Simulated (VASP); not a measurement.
An input for Ansatz (written as the equivalent of a VASP run, and not itself run):

Ansatz 0.2 input:
```yaml
crystal:
  lattice:
    - [4.0056167, 0.0000000, 0.0000000]
    - [0.0000000, 4.0056167, 0.0000000]
    - [0.0000000, 0.0000000, 4.0056167]
  atoms:
    - { symbol: K, position: [0.0000000, 0.0000000, 0.0000000] }
    - { symbol: Mg, position: [0.5000000, 0.5000000, 0.5000000] }
    - { symbol: F, position: [0.5000000, 0.0000000, 0.5000000] }
    - { symbol: F, position: [0.0000000, 0.5000000, 0.5000000] }
    - { symbol: F, position: [0.5000000, 0.5000000, 0.0000000] }
kpoints:
  mp_grid: { grid: [6, 6, 6] }
hamiltonian:
  xc: pbe
  dispersion: d3bj
  pseudopotentials: { kind: paw }
scf:
  occupations: { method: gaussian, width: 0.05 }
  max_iter: 100
output: { forces: true, stress: true, eigenvalues: true }
```

Q: Translate this input to VASP (INCAR, KPOINTS, POSCAR, choice of POTCAR).

A: This is not unique; one that fits is 
**INCAR**
```
SYSTEM = KMgF3
PREC = Accurate; ENCUT = 520; LREAL = .FALSE.
LASPH = .TRUE.
EDIFF = 1E-7; NELM = 100; ALGO = Normal
ISMEAR = 0; SIGMA = 0.05
GGA = PE; IVDW = 12
ISIF = 2
LWAVE = .FALSE.; LCHARG = .FALSE.
```

KPOINTS:
```
Automatic mesh
0
Gamma
6 6 6
0 0 0
```

### POSCAR
```
KMgF3
1.0
  4.0056166902   0.0000000000   0.0000000000
  0.0000000000   4.0056166902   0.0000000000
  0.0000000000   0.0000000000   4.0056166902
K Mg F
1 1 3
Cartesian
  0.0000000000   0.0000000000   0.0000000000
  2.0028083451   2.0028083451   2.0028083451
  2.0028083451   0.0000000000   2.0028083451
  0.0000000000   2.0028083451   2.0028083451
  2.0028083451   2.0028083451   0.0000000000
```

POTCAR, in this order: K_sv Mg F (PBE.64 set). Program: vasp_std.

What does not carry over: each code has its own PAW files, so the cut-off isn't converted (ENCUT is set for VASP's; basis.ecutwfc is left out, and Ansatz then takes the one that its files recommend); Ansatz stops its SCF on the density residual and VASP on the energy change (EDIFF).

The compound is KMgF3 in the cubic perovskite structure. It was relaxed first.
